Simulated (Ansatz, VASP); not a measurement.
**Cross-check of O between VASP and Ansatz**

One calculation is typed for both programs; each brings its own data sets. How far apart do they land? The two relaxations start from unlike cells of this crystal (the structure described is Ansatz's start), so only their ends are compared.

Method: plane waves, with VASP 6.6.1 beside it; relaxation of cell and atoms at PBEsol, in Ansatz 0.2.0.

**1. The starting structure**

The structure is hexagonal, space group P6_3/mmc (No. 194). The conventional cell has a = 2.458 Å, b = 2.458 Å, c = 7.807 Å, α = 90.00°, β = 90.00°, γ = 120.00°. Nearest to O lie 1 O at 1.22 Å.

As a file:

```xyz
4
Lattice="2.4582 0.0000 0.0000 -1.2291 2.1289 0.0000 0.0000 0.0000 7.8073" Properties=species:S:1:pos:R:3 pbc="T T T"
O     0.0000    1.4192    2.5616
O     1.2291    0.7096    5.2457
O     1.2291    0.7096    6.4653
O     0.0000    1.4192    1.3421
```

**2. VASP: relaxation of cell and atoms, PBEsol**

The relaxed volume is the usual yardstick between codes: in a stiff, nearly cubic crystal its relative difference is about their pressure difference at one cell divided by the bulk modulus.

Lines of VASP's logs that name or quote its potential files are left out, and so is its time.

INCAR

```
SYSTEM = O
PREC = Accurate
ENCUT = 600
EDIFF = 1E-07
NELM = 120
ISMEAR = 0
SIGMA = 0.1
LREAL = .FALSE.
ALGO = Normal
GGA = PS
NBANDS = 18
LORBIT = 11
LWAVE = .FALSE.
LCHARG = .FALSE.
ISIF = 3
IBRION = 2
NSW = 80
EDIFFG = -0.005
LASPH = .TRUE.
GGA_COMPAT = .FALSE.
NELMIN = 4
KPAR = 2
```

POSCAR

```
O
1.0
    2.4457732577     -0.0000000032      0.0000000000
   -1.2228861341      2.1181014623      0.0000000000
    0.0000000000      0.0000000000      8.3706837978
O
4
Direct
    0.3333331194      0.6666665101      0.3230352115
    0.6666664738      0.3333334899      0.6769649166
    0.6666664738      0.3333334899      0.8230352115
    0.3333331194      0.6666665101      0.1769649166
```

KPOINTS

```
Automatic mesh
0
Gamma
9 9 4
0 0 0
```

Potentials, in the order of the species: O (PBE family, release 64).

Launch:

```console
$ mpirun -np 2 vasp_std
```

Numbers of over 12 decimals in the logs are rounded to 6 here.

The program printed:

```text
[banner, memory and clock lines left out]
running    2 mpi-ranks, on    1 nodes
 distrk:  each k-point on    1 cores,    2 groups
 distr:  one band on    1 cores,    1 groups

 POSCAR found type information on POSCAR O
 POSCAR found :  1 types and       4 ions
|                                                                             |
|               ----> ADVICE to this user running VASP <----                  |
|                                                                             |
|     You enforced a specific xc type in the INCAR file but a different       |
|     [... a line on the potential file left out ...]
|     I HOPE YOU KNOW WHAT YOU ARE DOING!                                     |
|                                                                             |

 LDA part: xc-table for (Slater+PW92), standard interpolation
 POSCAR, INCAR and KPOINTS ok, starting setup
 FFT: planning ... GRIDC
 FFT: planning ... GRID_SOFT
 FFT: planning ... GRID
 WAVECAR not read
 entering main loop
       N       E                     dE             d eps       ncg     rms          rms(c)
DAV:   1     0.143343570925E+03    0.14334E+03   -0.15362E+04  1296   0.143E+03
DAV:   2    -0.146837927065E+02   -0.15803E+03   -0.15427E+03  1678   0.299E+02
DAV:   3    -0.211091022271E+02   -0.64253E+01   -0.63773E+01  1588   0.633E+01
DAV:   4    -0.211492729815E+02   -0.40171E-01   -0.40148E-01  1692   0.534E+00
DAV:   5    -0.211495321215E+02   -0.25914E-03   -0.25912E-03  1582   0.390E-01    0.622E+00
DAV:   6    -0.206635616552E+02    0.48597E+00   -0.40123E-01  1568   0.616E+00    0.333E+00
DAV:   7    -0.205540156204E+02    0.10955E+00   -0.42037E-01  1556   0.595E+00    0.593E-01
DAV:   8    -0.205561263750E+02   -0.21108E-02   -0.51046E-02  1416   0.184E+00    0.106E-01
DAV:   9    -0.205558122881E+02    0.31409E-03   -0.99567E-04  1546   0.316E-01    0.375E-02
DAV:  10    -0.205558297865E+02   -0.17498E-04   -0.13331E-04  1672   0.954E-02    0.174E-02
DAV:  11    -0.205558250973E+02    0.46892E-05   -0.19787E-05  1432   0.443E-02    0.360E-03
DAV:  12    -0.205558252387E+02   -0.14137E-06   -0.14994E-06  1606   0.991E-03    0.191E-03
DAV:  13    -0.205558252613E+02   -0.22635E-07   -0.37531E-08  1170   0.197E-03
   1 F= -.20555825E+02 E0= -.20553324E+02  d E =-.205558E+02
[... from here on, the cycles between the ionic steps are left out ...]
   2 F= -.20555778E+02 E0= -.20553278E+02  d E =0.475129E-04
   3 F= -.20555835E+02 E0= -.20553334E+02  d E =-.976536E-05
  16 F= -.20556258E+02 E0= -.20553770E+02  d E =-.225880E-03
  17 F= -.20556404E+02 E0= -.20553922E+02  d E =-.371957E-03
  18 F= -.20556399E+02 E0= -.20553928E+02  d E =-.366043E-03
  19 F= -.20556454E+02 E0= -.20553977E+02  d E =-.421664E-03
  20 F= -.20556459E+02 E0= -.20553983E+02  d E =-.513332E-05
  21 F= -.20556468E+02 E0= -.20553993E+02  d E =-.139265E-04
  22 F= -.20556476E+02 E0= -.20554001E+02  d E =-.782912E-05
  23 F= -.20556489E+02 E0= -.20554017E+02  d E =-.210034E-04
  24 F= -.20556490E+02 E0= -.20554018E+02  d E =-.217289E-04
  25 F= -.20556495E+02 E0= -.20554024E+02  d E =-.556837E-05
 trial-energy change:   -0.000006  1 .order   -0.000006   -0.000007   -0.000005
 step:   0.2705(harm=  0.2705)  dis= 0.00123  next Energy=   -20.556503 (dE=-0.128E-04)
 bond charge predicted
       N       E                     dE             d eps       ncg     rms          rms(c)
DAV:   1    -0.205570198611E+02   -0.52449E-03   -0.32845E-02  1296   0.155E+00    0.170E-01
DAV:   2    -0.205565896753E+02    0.43019E-03   -0.83474E-04  1344   0.252E-01    0.757E-02
DAV:   3    -0.205565025117E+02    0.87164E-04   -0.33184E-04  1406   0.142E-01    0.139E-02
DAV:   4    -0.205564995872E+02    0.29244E-05   -0.19266E-05  1394   0.368E-02    0.660E-03
DAV:   5    -0.205564991382E+02    0.44906E-06   -0.16855E-06  1612   0.106E-02    0.942E-04
DAV:   6    -0.205564994156E+02   -0.27743E-06   -0.61898E-08  1048   0.203E-03    0.204E-04
DAV:   7    -0.205564994516E+02   -0.36014E-07   -0.55053E-09   736   0.744E-04
  26 F= -.20556499E+02 E0= -.20554031E+02  d E =-.966055E-05
 curvature:  -8.20 expect dE=-0.341E-04 dE for cont linesearch -0.497E-06
 trial: gam=-0.01455 g(F)=  0.381E-06 g(S)=  0.377E-05 ort =-0.187E-04 (trialstep = 0.112E+00)
 search vector abs. value=  0.592E-05
 reached required accuracy - stopping structural energy minimisation
```

OUTCAR, selected parts (step 2):

```text
ion  position               nearest neighbor table
   1  0.333  0.667  0.323-   4 1.22
   2  0.667  0.333  0.677-   3 1.22
   3  0.667  0.333  0.823-   2 1.22
   4  0.333  0.667  0.177-   1 1.22

  LATTYP: Found a hexagonal cell.
 ALAT       =     2.4457732577
 C/A-ratio  =     3.4225101495

 Subroutine GETGRP returns: Found 24 space group operations
 (whereof 12 operations were pure point group operations)

The static configuration has the point symmetry D_3d.
 The point group associated with its full space group is D_6h.

 Found     36 irreducible k-points:

   k-points           NKPTS =     36   k-points in BZ     NKDIM =     36   number of bands    NBANDS=     18

   dimension x,y,z NGX =    20 NGY =   20 NGZ =   70
   dimension x,y,z NGXF=    40 NGYF=   40 NGZF=  140

   ENCUT  =  600.0 eV  44.10 Ry    6.64 a.u.   4.88  4.88 16.72*2*pi/ulx,y,z

   NELECT =      24.0000    total number of electrons

 k-points in reciprocal lattice and weights: Automatic mesh
   0.00000000  0.00000000  0.00000000       0.003
   0.11111111 -0.00000000  0.00000000       0.019
   0.22222222 -0.00000000  0.00000000       0.019
   0.33333333  0.00000000  0.00000000       0.019
   0.44444444 -0.00000000  0.00000000       0.019
   0.11111111  0.11111111  0.00000000       0.019
   0.22222222  0.11111111  0.00000000       0.037
   0.33333333  0.11111111  0.00000000       0.037
   0.44444444  0.11111111  0.00000000       0.019
[...]
0.33333333  0.22222222  0.50000000       0.037
   0.33333333  0.33333333  0.50000000       0.006

 average (electrostatic) potential at core
       1 -77.3172       2 -77.3172       3 -77.3172       4 -77.3172

 E-fermi :   0.9652

 k-point     1 :       0.0000    0.0000    0.0000
  band No.  band energies     occupation
    ...
      6      -6.9629      2.00000
      7      -3.8064      2.00000
      8      -3.8064      2.00000
      9      -3.7958      2.00000
     10      -3.7958      2.00000
     11       2.4798      0.00000
     12       2.4798      0.00000
     13       2.5066      0.00000
     14       2.5066      0.00000
     15       6.7139      0.00000
    ...

 k-point     2 :       0.1111   -0.0000    0.0000
  band No.  band energies     occupation
    ...
      6      -6.9521      2.00000
      7      -4.3337      2.00000
      8      -4.3214      2.00000
      9      -3.9303      2.00000
     10      -3.9154      2.00000
     11       2.0133      0.00000
     12       2.0422      0.00000
     13       2.3832      0.00000
     14       2.4212      0.00000
     15       7.0181      0.00000
    ...

 k-point     3 :       0.2222   -0.0000    0.0000
  band No.  band energies     occupation
    ...
      8      -5.3622      2.00000
      9      -4.2315      2.00000
     10      -4.2099      2.00000
     11       0.8438      1.91402
     12       0.9300      1.38128
     13       2.1486      0.00000
     14       2.2062      0.00000
     15       7.8330      0.00000
     16      10.9989      0.00000
     17      11.7883      0.00000
    ...

  Total       -0.0122646     -0.0122646      0.0034796     -0.0000000     -0.0000000      0.0000000
  in kB       -0.4644115     -0.4644114      0.1317600     -0.0000001     -0.0000000      0.0000000
  external PRESSURE =      -0.2656876 kB  Pullay stress =       0.0000000 kB

  energy-cutoff  :      600.00
  volume of cell :       42.31
      direct lattice vectors                 reciprocal lattice vectors
     2.444847444 -0.000000003 -0.000000000     0.409023476  0.236149753 -0.000000000
    -1.222423228  2.117299684  0.000000000     0.000000001  0.472299698 -0.000000000
     0.000000000  0.000000000  8.173883017     0.000000000 -0.000000000  0.122340875

 POSITION                                       TOTAL-FORCE (eV/Angst)
 -----------------------------------------------------------------------------------
     -0.00000      1.41153      2.65478         0.000000     -0.000000     -0.001405
      1.22242      0.70577      5.51910         0.000000      0.000000      0.001405
      1.22242      0.70577      6.74172        -0.000000      0.000000     -0.001405
     -0.00000      1.41153      1.43216        -0.000000     -0.000000      0.001405
 -----------------------------------------------------------------------------------
    total drift:                                0.002171      0.000189     -0.001073

  FREE ENERGIE OF THE ION-ELECTRON SYSTEM (eV)
  ---------------------------------------------------
  free  energy   TOTEN  =       -20.5564994516 eV

  energy  without entropy=      -20.5515616760  energy(sigma->0) =      -20.55403056

 reached required accuracy - stopping structural energy minimisation

 total charge
# of ion       s       p       d       tot
------------------------------------------
    1        1.618   3.270   0.000   4.889
    2        1.618   3.270   0.000   4.889
    3        1.618   3.270   0.000   4.889
    4        1.618   3.270   0.000   4.889
--------------------------------------------------
tot          6.473  13.081   0.000  19.554

[... 3 further parts left out ...]
```

CONTCAR:

```
O
   1.00000000000000
     2.4448474438040244   -0.0000000034321270   -0.0000000000000000
    -1.2224232275413693    2.1172996844378162    0.0000000000000000
     0.0000000000000000    0.0000000000000000    8.1738830169999481
  O
     4
Direct
     0.3333331194000024    0.6666665101000007    0.3247881644352927
     0.6666664737999994    0.3333334898999993    0.6752119636647054
     0.6666664737999994    0.3333334898999993    0.8247881644352928
     0.3333331194000024    0.6666665101000007    0.1752119636647053
```

**3. Ansatz: relaxation of cell and atoms, PBEsol**

Ansatz runs on its default PAW (the set named soft_2) files.

Its own start cell and the same functional, mesh and smearing now go to Ansatz, which takes its cutoff from its data sets.

input.yaml

```yaml
crystal:
  lattice:
    - [2.45819459, 0.0, 0.0]
    - [-1.2290973, 2.12885897, 0.0]
    - [0.0, 0.0, 7.80732624]
  atoms:
    - { symbol: O, position: [0.33333333, 0.66666667, 0.32810331] }
    - { symbol: O, position: [0.66666667, 0.33333333, 0.67189669] }
    - { symbol: O, position: [0.66666667, 0.33333333, 0.82810331] }
    - { symbol: O, position: [0.33333333, 0.66666667, 0.17189669] }
kpoints:
  mp_grid: { grid: [9, 9, 4] }
hamiltonian:
  xc: pbesol
scf:
  occupations: { method: gaussian, width: 0.1 }
output:
  forces: true
  stress: true
  eigenvalues: true
relax:
  adjacent_minimum: "off"
  f_tol: 0.05
  max_steps: 80
  cell: { stress_tol: 0.5 }
```

Launch:

```console
$ ansatz run input.yaml --threads 2 --pin off --max-ram 5120MiB --backend cpu --events-out ev --progress --plain --runs-dir out
```

The program printed:

```text
The last accepted step is kept in <dir> (removed where the run ends without a failure and the disk answers)
Engine: ansatz 0.2.0, x86_64-unknown-linux-gnu
Pseudopotentials: kind: paw
Pseudopotential: O, paw, valence charge 6, recommended cutoff 420 eV (normal), O.paw.azcp
Functional definition: PBEsol
  exchange = pbesol_x
  correlation = pbesol_c
Crystal: 4 atoms, lattice volume = 40.857 Å³
Basis set: ecut = 420 eV, 765 PW (Γ), exchange–correlation on 36×36×108 points (8 copies of the dense FFT grid, shifted against one another)
Bands: 16, of which v1, the nominal top of the filled ones, is band 12 counted from 1 (11 counted from 0)
Symmetry: 24 space group operations
Space group: P63/mmc (ITA 194), of the structure as read, at distance tolerance 3.4e-5 Å
k-points: 36 of 324
Non-local potential: O, projectors of the file, l = 0: 2, l = 1: 2, l = 2: 1
PAW form: soft (Blöchl's): semilocal exchange-correlation on the pseudo side does not see the compensation charge
PAW frozen core: O, regenerated for the run's functional, and the local potential with it (the file was generated under x = pbe(κ = 0.804, μ = 0.219515), c = pbe(β = 0.066725))
PAW one-centre angular grid: O, 110 points (default); XC on 64 Gauss nodes
Initial density: superposition of atomic densities (neutral atoms: chi_scale 0, normalization atom), corrected by the library's trained network
Initial wavefunctions: pseudopotential atomic-orbital guess
Functional: x = pbesol(κ = 0.804, μ = 0.123457), c = pbesol(β = 0.046)
SCF iter   1: F=—  HF=-2233.156422 eV  |F-HF|=—  |Δ(HF+E_count)|=         —  Δρ=1.79e-2  dr2=7.49e-2  ethr=1.77e-3  ⟨swp⟩=4.9  Hψ=2578  notcnv=0
preconditioner: auto → LDOS  [insulator: Δε(μ)=0.197 eV  Ē_g=15.626 eV  σ=0.100 eV  W_gap=0.63  n_scr=6 (ndim 8)  ℏωp=28.5 eV  f_vac=0.079  D(μ)=0.95/eV (n_scr^D=4)  ε∞_Penn≈4.3  β→1.0]
SCF iter   2: F=—  HF=-2233.138612 eV  |F-HF|=—  |Δ(HF+E_count)|=   1.78e-2  Δρ=7.92e-3  dr2=1.06e-2  ethr=3.12e-4  ⟨swp⟩=2.1  Hψ=1387  notcnv=0  defer=12
SCF iter   3: F=—  HF=-2233.134899 eV  |F-HF|=—  |Δ(HF+E_count)|=   3.71e-3  Δρ=6.99e-4  dr2=1.14e-4  ethr=4.42e-5  ⟨swp⟩=2.0  Hψ=1068  notcnv=0  defer=12
SCF iter   4: F=—  HF=-2233.134955 eV  |F-HF|=—  |Δ(HF+E_count)|=   5.57e-5  Δρ=5.33e-5  dr2=5.36e-7  ethr=4.76e-7  ⟨swp⟩=2.2  Hψ=910  notcnv=0  defer=12
SCF iter   5: F=—  HF=-2233.134980 eV  |F-HF|=—  |Δ(HF+E_count)|=   2.51e-5  Δρ=1.12e-5  dr2=2.13e-8  ethr=2.23e-9  ⟨swp⟩=2.0  Hψ=956  notcnv=0  defer=12
SCF iter   6: F=-2233.134980 eV  HF=-2233.134980 eV  |F-HF|=2.34e-9  |Δ(HF+E_count)|=  6.43e-10  Δρ=3.28e-6  dr2=3.09e-9  ethr=8.85e-11  ⟨swp⟩=2.7  Hψ=2072  notcnv=0
SCF 1 converged in 6 iterations: F = -2233.134980 eV  dr2 = 3.09e-9
  greatest PAW one-centre occupation: 0.887 electrons in one spin orbital (limit 2), on the O atom at site 3 (counted from 0), in its partial waves of l = 0
relax step   1: F+E_penalty+E_count = -2233.13498004 eV  Δ(F+E_penalty+E_count) = +0.000e0 eV  max|allowed force component| = 1.042e0 eV/Å  Δτ_max = 0.0000 Å  P = -3.110 GPa  Ω = 40.857 Å³  (6 SCF iters, dr2 threshold 1.00e-7 eV, accepted)
[...]
relax step   2: F+E_penalty+E_count = -2233.15286091 eV  Δ(F+E_penalty+E_count) = -1.788e-2 eV  max|allowed force component| = 1.647e-1 eV/Å  Δτ_max = 0.0284 Å  P = -0.753 GPa  Ω = 42.121 Å³  energy of the carried Pulay correction = -1.052e-2 eV  (5 SCF iters, dr2 threshold 4.00e-7 eV, accepted)
[...]
relax step   5: F+E_penalty+E_count = -2233.16566284 eV  Δ(F+E_penalty+E_count) = -1.189e-2 eV  max|allowed force component| = 8.610e-3 eV/Å  Δτ_max = 0.0000 Å  P = +0.440 GPa  Ω = 42.130 Å³  stress off target by 6.93e-1 GPa  SCF on the basis re-selected at this cell (its energy is not comparable with the rows above)  (4 SCF iters)
[...]
relax step   6: F+E_penalty+E_count = -2233.16115081 eV  Δ(F+E_penalty+E_count) = +4.512e-3 eV  max|allowed force component| = 6.299e-2 eV/Å  Δτ_max = 0.0105 Å  P = +0.141 GPa  Ω = 43.093 Å³  energy of the carried Pulay correction = -6.957e-3 eV  (5 SCF iters, dr2 threshold 4.00e-7 eV, accepted)
[...]
relax step   7: F+E_penalty+E_count = -2233.15985653 eV  Δ(F+E_penalty+E_count) = +1.294e-3 eV  max|allowed force component| = 2.439e-4 eV/Å  Δτ_max = 0.0043 Å  P = -0.005 GPa  Ω = 43.367 Å³  energy of the carried Pulay correction = -8.632e-3 eV  (4 SCF iters, dr2 threshold 4.00e-7 eV, accepted)
[...]
relax step   8: F+E_penalty+E_count = -2233.16990068 eV  Δ(F+E_penalty+E_count) = -1.004e-2 eV  max|allowed force component| = 4.437e-3 eV/Å  Δτ_max = 0.0000 Å  P = +0.166 GPa  Ω = 43.367 Å³  stress off target by 3.96e-1 GPa  SCF on the basis re-selected at this cell (its energy is not comparable with the rows above)  (4 SCF iters)
basis re-selected at this cell: Δ(F+E_penalty+E_count) = -1.004e-2 eV, ΔP = +0.171 GPa vs the last step (what re-selecting the basis moved, of the pressure what is left beyond the Pulay correction that the steps carried, after the strain that the cell walked since its last selection, with what the two solves' SCF thresholds leave and, on support functions, any second-order correction that the steps lacked; it is no m [...]
SCF converged after 4 iterations
Free energy (F): -2233.169901 eV
Harris-Foulkes:  -2233.169901 eV  (|F-HF|=5.82e-11)
Internal energy: -2233.164913 eV  (E = F + TS)
E sigma→0 (E₀):  -2233.167407 eV
Entropy (-TS):   -0.004988 eV (-1.247 meV/atom)
Fermi energy:    3.071752 eV
--- Per-component energies (eV) ---
  E_band       = -185.793826
  E_kinetic    = 683.885566
  E_local      = -1811.625391  (includes V_loc(G=0)·N_el)
  E_nonlocal   = 194.516488
  E_hartree    = 624.460064
  E_xc         = -284.060202
  E_vxc        = -363.969771  (∫ρ·V_xc dr)
  E_paw        = -604.776365  (= ΣΔE_a)
  E_vpaw       = -137.529999  (= ΣTr[D̂ρ^β])
  E_aug_tail   = 0.009262  (compensation charges beyond the density's cutoff)
  E_ewald      = -1035.715485
  E_core_change = 0.141152  (= ΣΔE_core)
  E_smearing   = -0.004988  (= −TS)
  E_closure    = -0.000000  (closes the sum)
  Σ components = -2233.169901   (vs F -2233.169901, Δ=0.00e0)
--- Forces (eV/Å), atoms counted from 1 ---
  atom   1  O      0.00000000     0.00000000    -0.00443695
  atom   2  O     -0.00000000    -0.00000000     0.00443695
  atom   3  O      0.00000000    -0.00000000    -0.00443695
  atom   4  O      0.00000000     0.00000000     0.00443695
  max |Σ_I F_I| component: 1.63e-19 eV/Å
--- Stress (GPa, compression-positive) ---
        0.051198       0.000000      -0.000000
       -0.000000       0.051198      -0.000000
       -0.000000      -0.000000       0.395584
  P = ⅓ Tr σ = 0.1660 GPa (1.660 kbar)
--- Band table (eV; the first three rows and the last of 36) ---
  k-point 0: bands = [... 8 lower, -2.0207, -2.0207, 4.5938, 4.5938, 4.6150, 4.6150, 8.9061, 12.4572]
  k-point 1: bands = [... 8 lower, -2.0216, -2.0216, 4.5970, 4.5970, 4.6112, 4.6112, 9.2261, 11.3784]
  k-point 2: bands = [... 8 lower, -2.0239, -2.0239, 4.6045, 4.6045, 4.6045, 4.6045, 10.1140, 10.1140]
  k-point 35: bands = [... 8 lower, -3.9659, -3.9659, 1.8929, 1.8929, 1.8980, 1.8980, 13.4395, 13.4395]
--- Relaxed structure (6 steps of the walk, 6 accepted, 2 SCFs on fresh bases) ---
  F+E_penalty+E_count = -2233.16990068 eV   max|allowed force component| = 4.437e-3 eV/Å   (the final SCF, on the basis selected at the relaxed cell)
  cell:  # Å, volume = 43.3666 Å³
    - [2.446271, 2.872748989038693e-9, 0]
    - [-1.223135, 2.118533, 0]
    - [0, 0, 8.367887]
  atoms:
    - { symbol: O, position: [0.333333, 0.666667, 0.321995] }
    - { symbol: O, position: [0.666667, 0.333333, 0.678005] }
    - { symbol: O, position: [0.666667, 0.333333, 0.821995] }
    - { symbol: O, position: [0.333333, 0.666667, 0.178005] }
```

**4. Comparison**

Known differences besides the potentials themselves: the cutoff is 420 eV in Ansatz and 600 eV in VASP; Ansatz makes its cores anew for this functional, VASP keeps those of its PBE data sets; Ansatz adds a Pulay correction to the stress that steers its cell, VASP none. Total energies have different zeros and are not compared.

Compared:

```tsv
quantity	Ansatz	VASP	difference
volume (Å³)	43.37	42.31	+2.49 %
edge a after relaxation, in the typed setting (Å)	2.446	2.445	+0.06 %
edge c after relaxation, in the typed setting (Å)	8.368	8.174	+2.37 %
```

**5. What came out**

```json
{
  "difference in volume (relaxation of cell and atoms, PBEsol)": "2.5 %"
}
```

In words: The difference in volume is 2.5 % (relaxation of cell and atoms, PBEsol), beyond the 1.2 % picked in this series as the mark of a large difference, as far as the stopping tolerances let one tell. What causes the difference of the relaxation of cell and atoms, PBEsol pair stays open here. 2 further runs of this series are not shown here. How closely two codes agree says nothing of how well the functional describes the real material.

[Lines on the potential files, build, host, timing and source positions are cut from VASP's logs without a mark.]

[Logs are printed without paths, hosts, clocks, repeated set-up lines and the standing remarks that a program may print on its own settings, such as how far it seeks lower states.]

[Hosts, paths, dates, database ids (printed as entryN), source tags and the programs' standing remarks are cut or masked in the printed files.]
